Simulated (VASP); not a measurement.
## N on Ru(0001): which site?

Where does N sit on Ru(0001), and how strongly does it bind?

Calculated with VASP 6.6.1; RPBE; plane waves and PAW (Ru), in the first sound run; inputs show where later runs differ.

This is a report of a sequence of runs, with most program output left out.

## (1) Set-up

It takes space group P6_3/mmc (No. 194, hexagonal). The conventional cell has a = 2.700 Å, b = 2.700 Å, c = 4.277 Å, α = 90.00°, β = 90.00°, γ = 120.00°. Ru has 12 Ru at 2.65 to 2.70 Å nearest.

## (2) The bulk reference, job relaxation, k-mesh 16×16×9

The bulk crystal is relaxed first, so that the slabs are cut at this functional's lattice.

Input file INCAR:

```
SYSTEM = Ru
PREC = Accurate
ENCUT = 570
EDIFF = 1E-06
NELM = 120
ISMEAR = 1
SIGMA = 0.15
LREAL = .FALSE.
ALGO = Normal
GGA = RP
NBANDS = 14
LASPH = .TRUE.
LORBIT = 11
LWAVE = .FALSE.
LCHARG = .FALSE.
KPAR = 4
IBRION = 2
NSW = 30
ISIF = 3
EDIFFG = -0.01
POTIM = 0.4
```

Input file POSCAR:

```
Ru
1.0
    2.7000000000      0.0000000000      0.0000000000
   -1.3500000000      2.3382685902      0.0000000000
    0.0000000000      0.0000000000      4.2768000000
Ru
2
Direct
    0.0000000000      0.0000000000      0.0000000000
    0.3333333333      0.6666666667      0.5000000000
```

Input file KPOINTS:

```
Automatic mesh
0
Gamma
16 16 9
0 0 0
```

PAW data sets: Ru (PBE family, release 64).

Launch:

```console
> mpirun -np 4 vasp_std
```

Elapsed: 50 s, on 4 MPI ranks of AMD EPYC 7R43, shared host; peak memory 0.69 GiB; 3.2 min of CPU time.

The PAW data sets were made with PBE, which is usual practice but a small mismatch for other functionals. The run keeps the 24 symmetry operations of its start, so it cannot find a distortion of lower symmetry.

The steps of the relaxation:

| step | energy less that of the first step (eV) | largest force (eV/Å) | pressure (GPa) | volume (Å³) |
| --- | --- | --- | --- | --- |
| 1 | 0.0000 | 0.0000 | 8.14 | 27.00 |
| 2 | 0.0497 | 0.0000 | -13.79 | 29.20 |
| 3 | -0.0180 | 0.0000 | -0.25 | 27.72 |
| 4 | -0.0180 | 0.0000 | -0.08 | 27.71 |
| 5 | -0.0184 | 0.0000 | 0.11 | 27.70 |
| 6 | -0.0184 | 0.0000 | 0.06 | 27.70 |

| conventional cell, symmetrised | before | after | change |
| --- | --- | --- | --- |
| a (Å) | 2.700 | 2.729 | +1.1 % |
| b (Å) | 2.700 | 2.729 | +1.1 % |
| c (Å) | 4.277 | 4.294 | +0.4 % |
| volume (Å³/atom) | 13.50 | 13.85 | +2.6 % |

Final coordinates:

```xyz
2
Lattice="2.7294 0.0000 0.0000 -1.3647 2.3637 0.0000 0.0000 0.0000 4.2935" Properties=species:S:1:pos:R:3 pbc="T T T"
Ru    0.0000    0.0000    0.0000
Ru    0.0000    1.5758    2.1468
```

This step gave:

```
electronic steps        : 41
electrons               : 16
free energy (TOTEN)     : -17.21 eV
energy at zero smearing : -17.21 eV
Fermi energy            : 12.27 eV
metallic                : yes
```

The run ended after 6 ionic steps, 0.018 eV below its first step, once forces and stress met EDIFFG = -0.01.

Energy at zero smearing: -17.21126 eV.

## (3) The bulk reference, job self-consistent run, k-mesh 19×19×11

Input file INCAR:

```
SYSTEM = Ru
PREC = Normal
ENCUT = 440
EDIFF = 1E-06
NELM = 120
ISMEAR = 1
SIGMA = 0.15
LREAL = .FALSE.
ALGO = Fast
GGA = RP
NBANDS = 14
LASPH = .TRUE.
LORBIT = 11
LWAVE = .FALSE.
LCHARG = .FALSE.
KPAR = 4
```

Input file POSCAR:

```
Ru
1.0
    2.7293694790      0.0000000000      0.0000000000
   -1.3646847395      2.3637033051      0.0000000000
    0.0000000000      0.0000000000      4.2935003939
Ru
2
Direct
    0.0000000000      0.0000000000      0.0000000000
    0.3333333333      0.6666666667      0.5000000000
```

Input file KPOINTS:

```
Automatic mesh
0
Gamma
19 19 11
0 0 0
```

Launch:

```console
> mpirun -np 4 vasp_std
```

Run time: 8.8 s. Hardware: 4 MPI ranks; peak memory 0.51 GiB.

This step gave:

- electronic steps: 14
- Fermi energy: 12.26 eV

Energy at zero smearing: -17.21012 eV.

The run ends at a pressure of 0.07 GPa.

## (4) Surface relaxation

System of this step: Ru(0001). The cell holds 12 atoms: 12 Ru. Its edges and angles: a = 5.459 Å, b = 5.459 Å, c = 19.294 Å, α = 90.0°, β = 90.0°, γ = 60.0°. It derives from Ru. 3 layers of hcp Ru, cut at this functional's lattice. Vacuum lies along c.

The free atoms relax, while those held by selective dynamics keep their cut positions.

Input file INCAR:

```
SYSTEM = Ru
PREC = Normal
ENCUT = 440
EDIFF = 1E-05
NELM = 120
ISMEAR = 1
SIGMA = 0.15
LREAL = Auto
ALGO = Fast
GGA = RP
NBANDS = 60
LASPH = .TRUE.
LORBIT = 11
LWAVE = .FALSE.
LCHARG = .FALSE.
KPAR = 4
IBRION = 2
NSW = 40
ISIF = 2
EDIFFG = -0.03
POTIM = 0.4
MAXMIX = 40
IDIPOL = 3
LDIPOL = .TRUE.
DIPOL = 0.5 0.5 0.5
```

Input file POSCAR:

```
Ru
1.0
    5.4587389580      0.0000000000      0.0000000000
    2.7293694790      4.7274066103      0.0000000000
    0.0000000000      0.0000000000     19.2935003939
Ru
12
Selective dynamics
Direct
    0.0000000000      0.0000000000      0.3887319500  F F F
    0.5000000000      0.0000000000      0.3887319500  F F F
    0.0000000000      0.5000000000      0.3887319500  F F F
    0.5000000000      0.5000000000      0.3887319500  F F F
    0.8333333300      0.3333333300      0.5000000000  T T T
    0.3333333300      0.3333333300      0.5000000000  T T T
    0.8333333300      0.8333333300      0.5000000000  T T T
    0.3333333300      0.8333333300      0.5000000000  T T T
    0.0000000000      0.0000000000      0.6112680500  T T T
    0.5000000000      0.0000000000      0.6112680500  T T T
    0.0000000000      0.5000000000      0.6112680500  T T T
    0.5000000000      0.5000000000      0.6112680500  T T T
```

Input file KPOINTS:

```
Automatic mesh
0
Gamma
6 6 1
0 0 0
```

Launch:

```console
> mpirun -np 4 vasp_std
```

It took 3.4 min on 4 MPI ranks; peak memory 1.4 GiB.

The run keeps the 6 symmetry operations of its start, so it cannot find a distortion of lower symmetry.

The steps of the relaxation:

```
step  energy less that of the first step (eV)  largest force (eV/Å)
   1                                   0.0000                0.8630
   2                                  -0.0979                0.5690
   3                                  -0.1548                0.5396
   4                                  -0.0910                1.2829
   5                                  -0.1622                0.7025
   6                                  -0.2360                0.4177
   7                                  -0.2711                0.0323
   8                                  -0.2722                0.0391
   9                                  -0.2724                0.0365
  10                                  -0.2725                0.0076
```

The atoms that moved most (Å):

```csv
atom,dx,dy,dz,length
Ru12,0.000,0.000,-0.148,0.148
Ru11,0.000,0.000,-0.148,0.148
Ru10,0.000,0.000,-0.148,0.148
Ru9,0.000,0.000,-0.148,0.148
Ru8,0.000,0.000,-0.073,0.073
Ru7,0.000,0.000,-0.073,0.073
Ru6,0.000,0.000,-0.073,0.073
Ru5,0.000,0.000,-0.073,0.073
```

Final coordinates:

```
Ru
1.0
     5.45874    0.00000    0.00000
     2.72937    4.72741    0.00000
     0.00000    0.00000   19.29350
Ru
12
Direct
  0.00000 0.00000 0.38873
  0.50000 0.00000 0.38873
  0.00000 0.50000 0.38873
  0.50000 0.50000 0.38873
  0.83333 0.33333 0.49621
  0.33333 0.33333 0.49621
  0.83333 0.83333 0.49621
  0.33333 0.83333 0.49621
  0.00000 0.00000 0.60360
  0.50000 0.00000 0.60360
  0.00000 0.50000 0.60360
  0.50000 0.50000 0.60360
```

This step gave:

```
electronic steps        : 96
electrons               : 96
free energy (TOTEN)     : -95.9282 eV
energy at zero smearing : -95.9345 eV
Fermi energy            : 1.054 eV
dipole moment           : 0, 0, -2.36e-4 e·Å
```

The run ended after 10 ionic steps, 0.273 eV below its first step, once the forces on the free atoms met EDIFFG = -0.03.

## (5) Vacuum level and density of states

A static run writes the electrostatic potential without exchange and correlation (LVHAR), which is flat in the vacuum and gives the level to count from. The dipole correction cancels the field that unlike faces would set up across the vacuum.

Input file INCAR:

```
SYSTEM = Ru
PREC = Normal
ENCUT = 440
EDIFF = 1E-06
NELM = 120
ISMEAR = 1
SIGMA = 0.15
LREAL = Auto
ALGO = Fast
GGA = RP
NBANDS = 60
LASPH = .TRUE.
LORBIT = 11
LWAVE = .FALSE.
LCHARG = .FALSE.
KPAR = 4
IDIPOL = 3
LDIPOL = .TRUE.
DIPOL = 0.5 0.5 0.496
LVHAR = .TRUE.
LVACPOTAV = .TRUE.
NEDOS = 1500
```

Input file POSCAR:

```
Ru
1.0
    5.4587389580      0.0000000000      0.0000000000
    2.7293694790      4.7274066103      0.0000000000
    0.0000000000      0.0000000000     19.2935003939
Ru
12
Selective dynamics
Direct
    0.0000000000      0.0000000000      0.3887319500  F F F
    0.5000000000      0.0000000000      0.3887319500  F F F
    0.0000000000      0.5000000000      0.3887319500  F F F
    0.5000000000      0.5000000000      0.3887319500  F F F
    0.8333333300      0.3333333300      0.4962060126  T T T
    0.3333333300      0.3333333300      0.4962060126  T T T
    0.8333333300      0.8333333300      0.4962060126  T T T
    0.3333333300      0.8333333300      0.4962060126  T T T
    0.0000000000      0.0000000000      0.6035958355  T T T
    0.5000000000      0.0000000000      0.6035958355  T T T
    0.0000000000      0.5000000000      0.6035958355  T T T
    0.5000000000      0.5000000000      0.6035958355  T T T
```

KPOINTS is that of step 4.

Launch:

```console
> mpirun -np 4 vasp_std
```

It took 50 s on 4 MPI ranks; peak memory 1.2 GiB; 3.2 min of CPU time.

This step gave:

| Quantity | Value |
| --- | --- |
| electronic steps | 25 |
| dipole moment | 0, 0, -1.74e-4 e·Å |
| vacuum levels | 5.822, 5.823 eV |
| work functions of the upper and lower face | 4.768, 4.769 eV |

Zero at the Fermi level. Table of planar average of the electrostatic potential by height:

height (Å), planar average of the electrostatic potential (eV) and a bar from the least value:
```
      0.0        4.8 ##############################
      0.5        4.8 ##############################
      1.0        4.8 ##############################
      1.5        4.8 ##############################
      2.0        4.8 ##############################
      2.5        4.8 ##############################
      3.0        4.8 ##############################
      3.5        4.8 ##############################
      4.0        4.8 ##############################
      4.5        4.7 ##############################
      5.0        4.6 ##############################
      5.5        4.3 ##############################
      6.0        3.3 ############################
      6.5       -0.5 ########################
      7.0      -13.6 #########
      7.5      -21.3 #
      8.0      -13.9 #########
      8.5       -2.9 #####################
      9.0      -12.4 ###########
      9.5      -21.7 
     10.0      -16.3 ######
     10.5       -3.7 ####################
     11.0       -9.9 #############
     11.5      -20.6 #
     12.0      -17.1 #####
     12.5       -3.6 #####################
     13.0        2.7 ############################
     13.5        4.2 #############################
     14.0        4.6 ##############################
     14.5        4.7 ##############################
     15.0        4.8 ##############################
     15.5        4.8 ##############################
     16.0        4.8 ##############################
     16.5        4.8 ##############################
     17.0        4.8 ##############################
     17.5        4.8 ##############################
     18.0        4.8 ##############################
     18.5        4.8 ##############################
     19.0        4.8 ##############################
```

Density of states in the PAW spheres, an atom over height of the layer and energy from the Fermi level.

Ten even steps from '0' (0.00 states/eV) to '9' (2.37 states/eV), each cell a mean:
```
868
444
313
727
737
535
959
979
555
444
444
797
232
353
585
494
272
010
000
000
000
000
```
Columns: height of the layer (Å) from 7.5 to 11.6; rows upwards: energy from the Fermi level (eV) from -7.9 to 0.5.

The map of layer states is cut here 0.5 eV above the Fermi level, so it leaves out the states above that.

The vacuum level lies 4.77 eV above the Fermi level at the upper face; both faces agree, as the slab has next to no dipole.

The program found no field-free point at its default tolerance, but its printed level agrees with the flat part of the planar average.

On this mesh the fine structure of the density of states is sampling noise, and high empty states may be cut by the number of bands.

## (6) Relaxing the adsorbate, site ontop

This step: RPBE, no spin polarisation; plane waves and PAW (Ru, N) (VASP 6.6.1).

System of this step: Ru12N (Ru(0001)). The cell holds 13 atoms: 12 Ru and 1 N. Cell: a = 5.459 Å, b = 5.459 Å, c = 19.294 Å, α = 90.0°, β = 90.0°, γ = 60.0°. It derives from Ru. N over the ontop site of Ru(0001). Vacuum lies along c.

The adsorbate starts over a high-symmetry site, and it relaxes with the upper layers within that symmetry.

Input file INCAR:

```
SYSTEM = Ru12N
PREC = Normal
ENCUT = 440
EDIFF = 1E-05
NELM = 120
ISMEAR = 1
SIGMA = 0.15
LREAL = Auto
ALGO = Fast
GGA = RP
NBANDS = 63
LASPH = .TRUE.
LORBIT = 11
LWAVE = .FALSE.
LCHARG = .FALSE.
KPAR = 4
IBRION = 2
NSW = 50
ISIF = 2
EDIFFG = -0.03
POTIM = 0.4
MAXMIX = 40
IDIPOL = 3
LDIPOL = .TRUE.
DIPOL = 0.5 0.5 0.512
```

Input file POSCAR:

```
Ru12N
1.0
    5.4587389580      0.0000000000      0.0000000000
    2.7293694790      4.7274066103      0.0000000000
    0.0000000000      0.0000000000     19.2935003939
Ru N
12 1
Selective dynamics
Direct
    0.0000000000      0.0000000000      0.3887319500  F F F
    0.5000000000      0.0000000000      0.3887319500  F F F
    0.0000000000      0.5000000000      0.3887319500  F F F
    0.5000000000      0.5000000000      0.3887319500  F F F
    0.8333333300      0.3333333300      0.4962060100  T T T
    0.3333333300      0.3333333300      0.4962060100  T T T
    0.8333333300      0.8333333300      0.4962060100  T T T
    0.3333333300      0.8333333300      0.4962060100  T T T
    0.0000000000      0.0000000000      0.6035958400  T T T
    0.5000000000      0.0000000000      0.6035958400  T T T
    0.0000000000      0.5000000000      0.6035958400  T T T
    0.5000000000      0.5000000000      0.6035958400  T T T
    0.0000000000      0.0000000000      0.7020746000  T T T
```

KPOINTS is that of step 5.

PAW data sets: Ru and N (PBE family, release 64).

Launch:

```console
> mpirun -np 4 vasp_std
```

The job ended after 15 min (4 MPI ranks; peak memory 1.5 GiB).

The steps of the relaxation (22 of 50):

| step | energy less that of the first step (eV) | largest force (eV/Å) |
| --- | --- | --- |
| 1 | 0.0000 | 4.9198 |
| 3 | -0.6465 | 0.7055 |
| 6 | -0.6793 | 0.6878 |
| 8 | -0.7571 | 0.7452 |
| 10 | -0.7743 | 0.9022 |
| 13 | -0.7903 | 0.2828 |
| 15 | -0.8042 | 0.3049 |
| 17 | -0.8078 | 0.3323 |
| 20 | -0.8233 | 0.0881 |
| 22 | -0.8255 | 0.0811 |
| 24 | -0.8260 | 0.0992 |
| 27 | -0.8268 | 0.0944 |
| 29 | -0.8267 | 0.1452 |
| 31 | -0.8272 | 0.1068 |
| 34 | -0.8272 | 0.0994 |
| 36 | -0.8273 | 0.0911 |
| 38 | -0.8273 | 0.0990 |
| 41 | -0.8273 | 0.0989 |
| 43 | -0.8275 | 0.0874 |
| 45 | -0.8276 | 0.0750 |
| 48 | -0.8277 | 0.0422 |
| 50 | -0.8277 | 0.0642 |

The atoms that moved most (Å):

| atom | dx | dy | dz | length |
| --- | --- | --- | --- | --- |
| Ru9 | 0.000 | 0.000 | 0.440 | 0.440 |
| N13 | 0.000 | 0.000 | 0.192 | 0.192 |
| Ru11 | 0.033 | -0.019 | -0.018 | 0.042 |
| Ru12 | -0.033 | -0.019 | -0.018 | 0.042 |
| Ru10 | 0.000 | 0.038 | -0.018 | 0.042 |
| Ru5 | 0.000 | -0.022 | -0.020 | 0.030 |
| Ru8 | -0.019 | 0.011 | -0.020 | 0.030 |
| Ru7 | 0.019 | 0.011 | -0.020 | 0.030 |

The relaxed structure:

```
Ru N
1.0
     5.45874    0.00000    0.00000
     2.72937    4.72741    0.00000
     0.00000    0.00000   19.29350
Ru N
12 1
Cartesian
  0.0000 0.0000 7.5000
  2.7294 0.0000 7.5000
  1.3647 2.3637 7.5000
  4.0941 2.3637 7.5000
  5.4587 1.5541 9.5534
  2.7294 1.5758 9.5496
  6.8423 3.9504 9.5534
  4.0752 3.9504 9.5534
  0.0000 0.0000 12.0858
  2.7294 0.0380 11.6271
  1.3976 2.3447 11.6271
  4.0612 2.3447 11.6271
  0.0000 0.0000 13.7372
```

The run used up its steps with a largest force of 0.06 eV/Å at its last finished step, so it is continued.

## (7) Going on with the relaxation

The relaxation goes on from its last finished geometry.

INCAR: that of step 6 with these lines changed.

```diff
@@ -16,3 +16,3 @@
 KPAR = 4
-IBRION = 2
+IBRION = 1
 NSW = 50
@@ -20,3 +20,3 @@
 EDIFFG = -0.03
-POTIM = 0.4
+POTIM = 0.3
 MAXMIX = 40
```

Input file POSCAR:

```
Ru12N
1.0
    5.4587389580      0.0000000000      0.0000000000
    2.7293694790      4.7274066103      0.0000000000
    0.0000000000      0.0000000000     19.2935003939
Ru N
12 1
Selective dynamics
Direct
    0.0000000000      0.0000000000      0.3887319500  F F F
    0.5000000000      0.0000000000      0.3887319500  F F F
    0.0000000000      0.5000000000      0.3887319500  F F F
    0.5000000000      0.5000000000      0.3887319500  F F F
    0.8356337134      0.3287325633      0.4951617390  T T T
    0.3333333300      0.3333333300      0.4949663553  T T T
    0.8356337134      0.8356337134      0.4951617390  T T T
    0.3287325633      0.8356337134      0.4951617390  T T T
    0.0000000000      0.0000000000      0.6264191302  T T T
    0.4959842849      0.0080314302      0.6026428490  T T T
    0.0080314302      0.4959842849      0.6026428490  T T T
    0.4959842849      0.4959842849      0.6026428490  T T T
    0.0000000000      0.0000000000      0.7120146126  T T T
```

KPOINTS is that of step 6.

Launch:

```console
> mpirun -np 4 vasp_std
```

Run time: 1.9 min. Hardware: 4 MPI ranks; peak memory 1.4 GiB; 6.1 min of CPU time.

Its electron count is odd, so without a moment it is a metal by construction.

No atom moved by 0.005 Å in the relaxation.

This step gave:

```yaml
electronic_steps: 37
electrons: 101
free_energy_toten: -102.8784 eV
energy_at_zero_smearing: -102.8746 eV
fermi_energy: 0.9592 eV
dipole_moment: 0, 0, 0.1080 e·Å
```

The run ended after 5 ionic steps, 0.000 eV below its first step, once the forces on the free atoms met EDIFFG = -0.03.

VASP counts the dipole in electrons times Å, so a positive number points the physical dipole along −c.

[end of part 1 of 3]

[Lines on the potential files, build, host, timing and source positions are cut from VASP's logs without a mark.]

[Logs are printed without paths, hosts, clocks, repeated set-up lines and the standing remarks that a program may print on its own settings, such as how far it seeks lower states.]

[Hosts, paths, dates, database ids (printed as entryN), source tags and the programs' standing remarks are cut or masked in the printed files.]

[Runs that stopped without an error message from VASP are left out.]
